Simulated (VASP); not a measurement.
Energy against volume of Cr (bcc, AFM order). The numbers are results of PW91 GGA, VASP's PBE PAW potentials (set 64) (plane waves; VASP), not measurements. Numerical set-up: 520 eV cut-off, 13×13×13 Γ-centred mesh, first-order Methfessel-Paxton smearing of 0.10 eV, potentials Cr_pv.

```tsv
V (Å³/atom)	E (eV/atom)
11.274	-9.47281
11.622	-9.48035
11.971	-9.47476
12.320	-9.45771
```

Fit these four points and predict the energy of the run at 10.925 Å³/atom.

A cubic in V^(−2/3), the third-order Birch-Murnaghan form, passes through the four points with V0 = 11.64 Å³/atom and B0 = 200 GPa, and gives -9.4501 eV/atom there. The run gave -9.4487 eV/atom, +1.4 meV/atom from the fit; all five points give B0 = 205 GPa.

The compound is Cr in the bcc, AFM order structure. It was relaxed first.
